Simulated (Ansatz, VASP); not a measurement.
# NaI: VASP beside Ansatz, part 3 of 3

Wanted: the spread between two codes on one cell, functional and k mesh. The cell is taken from a series of runs on this material, whose earlier steps may have relaxed, scaled, displaced or heated it; both programs get it as it stands.

VASP 6.6.1 and Ansatz 0.2.0.

So far: Set-up; Ansatz: zone-centre phonons, PBE, pair 1; VASP: zone-centre phonons, PBE, pair 1; Comparison.

### 5. Ansatz: zone-centre phonons, PBE, pair 2

Level of this step: Ansatz beside VASP: Kohn-Sham DFT, plane waves, PBE (Ansatz).

Second derivatives magnify differences that forces hide, and they need a tight electronic threshold.

The cell is taken from a series of runs on this material, whose earlier steps may have relaxed, scaled, displaced or heated it; both programs get it as it stands.

input.yaml reads:

```yaml
crystal:
  lattice:
    - [0.0, 3.2640968181, 3.2640968181]
    - [3.2640968181, 0.0, 3.2640968181]
    - [3.2640968181, 3.2640968181, 0.0]
  atoms:
    - { symbol: Na, position: [0.0, 0.0, 0.0] }
    - { symbol: I, position: [0.5, 0.5, 0.5] }
kpoints:
  mp_grid: { grid: [8, 8, 8] }
hamiltonian:
  xc: pbe
scf:
  occupations: { method: fixed }
output:
  eigenvalues: true
phonons:
  method: dfpt
  qmesh: [2, 2, 2]
  temperatures: { t_max: 1000, t_step: 50 }
  qpath:
    path:
      - [[0.0, 0.0, 0.0], [0.5, 0.0, 0.5], [0.625, 0.25, 0.625]]
      - [[0.375, 0.375, 0.75], [0.0, 0.0, 0.0], [0.5, 0.5, 0.5], [0.5, 0.25, 0.75], [0.5, 0.0, 0.5]]
    npoints: 10
basis:
  ecutwfc: 360
```

Started as:

```bash
$ ansatz run input.yaml --threads 4 --pin off --max-ram 7168MiB --backend cpu --events-out ev --progress --plain --runs-dir out
```

Numbers of over 12 decimals in the logs are rounded to 6 here.

The log of the run:

```text
Warning: basis.ecutwfc = 360 eV is below the records' recommended 420 eV, and the density's cutoff is lower with it unless basis.ecutrho_ratio is high enough to keep the records' density cutoff: compare with a run at a higher cutoff
[...]
Crystal: 2 atoms, lattice volume = 69.554 Å³
Basis set: ecut = 360 eV, 1067 PW (Γ), exchange–correlation on 60×60×60 points (8 copies of the dense FFT grid, shifted against one another)
[...]
largest difference from the sums on the solved wave vectors: F 9.17e-2 eV, S 1.24e-4 and C_V 3.22e-5 eV/K
  zero-point energy: 0.031089 eV/cell   skipped modes (ω ≤ 0): 3   left out of the sums: 1.22e-4 of the cell's modes: C_V's classical limit lies that fraction below 3 k_B per atom; for a crystal, a wire or a layer, F and S can be off by more, and a phonons.interpolated_qmesh denser along its periods is the remedy for the sampling
[key lines of the parts left out:]
SCF converged after 13 iterations
Free energy (F): -9001.882450 eV
Fermi energy:    2.802757 eV
```

### 6. VASP: zone-centre phonons, PBE, pair 2

The same cell, functional and mesh now go to VASP, with its own data sets.

INCAR reads:

```
SYSTEM = NaI
PREC = Accurate
ENCUT = 500
EDIFF = 1E-08
NELM = 120
ISMEAR = 0
SIGMA = 0.01
LREAL = .FALSE.
ALGO = Normal
GGA = PE
NBANDS = 13
LORBIT = 11
LWAVE = .FALSE.
LCHARG = .FALSE.
ISIF = 2
IBRION = 8
LEPSILON = .TRUE.
LASPH = .TRUE.
GGA_COMPAT = .FALSE.
EFERMI = MIDGAP
KPAR = 2
```

POSCAR reads:

```
NaI
1.0
    0.0000000000      3.2640968181      3.2640968181
    3.2640968181      0.0000000000      3.2640968181
    3.2640968181      3.2640968181      0.0000000000
Na I
1 1
Direct
    0.0000000000      0.0000000000      0.0000000000
    0.5000000000      0.5000000000      0.5000000000
```

KPOINTS reads:

```
Automatic mesh
0
Gamma
8 8 8
0 0 0
```

The projector-augmented-wave data sets are Na_pv and I (PBE family, release 64).

Started as:

```bash
$ mpirun -np 2 vasp_std
```

The log of the run:

```text
[... set-up lines as in an earlier step ...]
 entering main loop
       N       E                     dE             d eps       ncg     rms          rms(c)
[... 14 cycles as in an earlier step ...]
   1 F= -.53875060E+01 E0= -.53875060E+01  d E =0.000000E+00
 Linear response reoptimize wavefunctions to high precision
[... 2 cycles as in an earlier step ...]
 Linear response G [H, r] |phi>, progress :
  Direction:   1
       N       E                     dE             d eps       ncg     rms
[... 16 cycles as in an earlier step ...]
 Linear response G [H, r] |phi>, progress :
  Direction:   2
       N       E                     dE             d eps       ncg     rms
[... 16 cycles as in an earlier step ...]
 Linear response G [H, r] |phi>, progress :
  Direction:   3
[...]
Linear response to external field (no local field effect), progress :
  Direction:   2
       N       E                     dE             d eps       ncg     rms          rms(c)
[... 7 cycles as in an earlier step ...]
 change of polarisation eV/A/(eV/A) component  2 :     0.320     1.163    -0.140
[...]
dielectric tensor                  component  2 :     0.430     3.327    -0.093
 Linear response to external field, progress :
  Direction:   3
       N       E                     dE             d eps       ncg     rms          rms(c)
[... 15 cycles as in an earlier step ...]
 change of polarisation eV/A/(eV/A) component  3 :     0.014     0.098     0.894
 dielectric tensor                  component  3 :     0.036     0.256     3.327
 Linear response DOF=           2
 Linear response progress:
  Degree of freedom:   1/  2
       N       E                     dE             d eps       ncg     rms          rms(c)
[... 12 cycles as in an earlier step ...]
 first order change of Fermi-energy  -0.25683E-04
 force on displaced ion       1 direction 1 :  -0.742   0.000   0.000
 Born effective charge ion    1 direction 1 :   1.208   0.000   0.000
 Linear response progress:
  Degree of freedom:   2/  2
       N       E                     dE             d eps       ncg     rms          rms(c)
[... 13 cycles as in an earlier step ...]
 first order change of Fermi-energy   0.70776E-03
 force on displaced ion       2 direction 1 :  -0.770   0.000   0.000
 Born effective charge ion    2 direction 1 :  -1.208   0.000   0.000
 Born effective charges drift removed
 Linear response finished
```

OUTCAR, selected parts (step 6):

```text
[... 6 parts as in an earlier step ...]
```

### 7. Comparison

What differs besides the data sets and the points named for the pairs above, as far as they apply: VASP's run holds the zone centre alone; the data sets hold 26 valence electrons in Ansatz (on its default PAW (the set named soft_2) files) and 14 in VASP; the cutoff is 360 eV in Ansatz and 500 eV in VASP; Ansatz's log warns that its cutoff lies below the recommended one. Total energies have different zeros and are not compared.

The two programs side by side:

```
                                     quantity  Ansatz   VASP  difference
                                        ε∞ xx    3.33   3.33     +0.09 %
                                        ε∞ yy    3.33   3.33     +0.09 %
                                        ε∞ zz    3.33   3.33     +0.09 %
Born charge of Na1 (mean of the diagonal) (e)    1.21   1.21        0.00
 Born charge of I2 (mean of the diagonal) (e)   -1.21  -1.21        0.00
                   optical mode 1 to 3 (cm⁻¹)   103.3  102.1     +1.21 %
```

Modes are paired by rising frequency, not by their patterns, so a pair may set unlike modes beside each other; they are those without the splitting of longitudinal modes.

### 8. Results

```json
{
 "r.m.s. difference of the optical zone-centre modes, each program's sorted by frequency (zone-centre phonons, PBE, pair 1)": "1.2 cm⁻¹",
 "difference in optical mode 1 to 3 (zone-centre phonons, PBE, pair 1)": "+1.2 %",
 "r.m.s. difference of the optical zone-centre modes, each program's sorted by frequency (zone-centre phonons, PBE, pair 2)": "1.2 cm⁻¹",
 "difference in optical mode 1 to 3 (zone-centre phonons, PBE, pair 2)": "+1.2 %"
}
```

**Reading.** The r.m.s. difference of the optical zone-centre modes, each program's sorted by frequency is 1.2 cm⁻¹ (zone-centre phonons, PBE, pair 1). The data sets hold unlike numbers of valence electrons (26 in Ansatz and 14 in VASP), so part of the differences comes from the potentials. Among the rows given in per cent, the largest difference of the zone-centre phonons, PBE, pair 1 pair is in optical mode 1 to 3, +1.2 %. Among the rows given in per cent, the largest difference of the zone-centre phonons, PBE, pair 2 pair is in optical mode 1 to 3, +1.2 %. Such differences can come from data sets, numerical settings and the points named under the comparisons, not from the functional's error against experiment.

[Lines on the potential files, build, host, timing and source positions are cut from VASP's logs without a mark.]

[Logs are printed without paths, hosts, clocks, repeated set-up lines and the standing remarks that a program may print on its own settings, such as how far it seeks lower states.]

[Hosts, paths, dates, database ids (printed as entryN), source tags and the programs' standing remarks are cut or masked in the printed files.]
